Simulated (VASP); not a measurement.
Output of a VASP run:

File OSZICAR:
```
       N       E                     dE             d eps       ncg     rms          rms(c)
DAV:   1     0.788031299505E+02    0.78803E+02   -0.66105E+03   442   0.110E+03
DAV:   2    -0.404957226770E+01   -0.82853E+02   -0.79800E+02   594   0.158E+02
DAV:   3    -0.934603136176E+01   -0.52965E+01   -0.52602E+01   537   0.453E+01
DAV:   4    -0.944611273711E+01   -0.10008E+00   -0.10001E+00   572   0.740E+00
DAV:   5    -0.944720109851E+01   -0.10884E-02   -0.10884E-02   558   0.724E-01    0.114E+01
DAV:   6    -0.942999103930E+01    0.17210E-01   -0.20573E-02   442   0.975E-01    0.728E+00
DAV:   7    -0.942752965131E+01    0.24614E-02   -0.44784E-02   472   0.148E+00    0.316E-01
DAV:   8    -0.942677598522E+01    0.75367E-03   -0.80925E-03   442   0.572E-01    0.148E-01
DAV:   9    -0.942681904927E+01   -0.43064E-04   -0.22458E-04   567   0.117E-01    0.929E-02
DAV:  10    -0.942685526068E+01   -0.36211E-04   -0.52093E-05   471   0.526E-02    0.191E-02
DAV:  11    -0.942685237335E+01    0.28873E-05   -0.12402E-05   462   0.234E-02    0.585E-03
DAV:  12    -0.942685271577E+01   -0.34242E-06   -0.96682E-07   271   0.707E-03
   1 F= -.94268527E+01 E0= -.94268527E+01  d E =-.364276E-14
```

**OUTCAR**
```
------------------------ aborting loop because EDIFF is reached ----------------------------------------
  FORCE on cell =-STRESS in cart. coord.  units (eV):
  Direction    XX          YY          ZZ          XY          YZ          ZX
  --------------------------------------------------------------------------------------
  Total       -0.0222608     -0.0222608     -0.0189393      0.0000000      0.0000000      0.0000000
  in kB       -0.3361324     -0.3361323     -0.2859782      0.0000000      0.0000000      0.0000000
  external PRESSURE =      -0.3194143 kB  Pullay stress =       0.0000000 kB
  volume of cell :      106.11
      direct lattice vectors                 reciprocal lattice vectors
     2.267671792 -3.927722442  0.000000000     0.220490462 -0.127300238  0.000000000
     2.267671792  3.927722442  0.000000000     0.220490462  0.127300238  0.000000000
     0.000000000  0.000000000  5.956480231     0.000000000  0.000000000  0.167884382
 POSITION                                       TOTAL-FORCE (eV/Angst)
 -----------------------------------------------------------------------------------
      0.60371      1.04566      3.97099         0.003506      0.006073     -0.000000
      3.32791      0.00000      0.00000        -0.007012     -0.000000     -0.000000
      0.60371     -1.04566      1.98549         0.003506     -0.006073      0.000000
 -----------------------------------------------------------------------------------
    total drift:                               -0.000173     -0.000399      0.000013
  FREE ENERGIE OF THE ION-ELECTRON SYSTEM (eV)
  ---------------------------------------------------
  free  energy   TOTEN  =        -9.4268527158 eV

  energy  without entropy=       -9.4268527158  energy(sigma->0) =       -9.42685272
```
(Selected blocks of OUTCAR.)

### POSCAR
```
Te
1
    2.2676717915    -3.9277224416     0.0000000000
    2.2676717915     3.9277224416     0.0000000000
    0.0000000000     0.0000000000     5.9564802310
Te
3
Direct
  1.0000000000   0.2662266384   0.6666670000
  0.7337733616   0.7337733616   0.0000000000
  0.2662266384   1.0000000000   0.3333330000
```

**Question.** Reconstruct the remaining input files.

**Answer.** This is not unique; one that fits is the input of the run itself, PBE GGA, plane waves, VASP's PBE PAW potentials (set 64).

File KPOINTS:
```
kpoints
0
gamma
  5 5 4
```

### INCAR
```
SYSTEM  =  Te
PREC  =  Accurate; ENCUT  =  520; LREAL  =  .FALSE.
LASPH  =  .TRUE.
EDIFF  =  1E-6; NELM  =  100; ALGO  =  Normal
LMAXMIX  =  4
ISMEAR  =  0; SIGMA  =  0.05
GGA  =  PE
LWAVE  =  .FALSE.; LCHARG  =  .TRUE.
```

POTCAR, in this order: Te (PBE.64 set). Program: vasp_std.

The compound is Te in the trig structure. It was relaxed first.
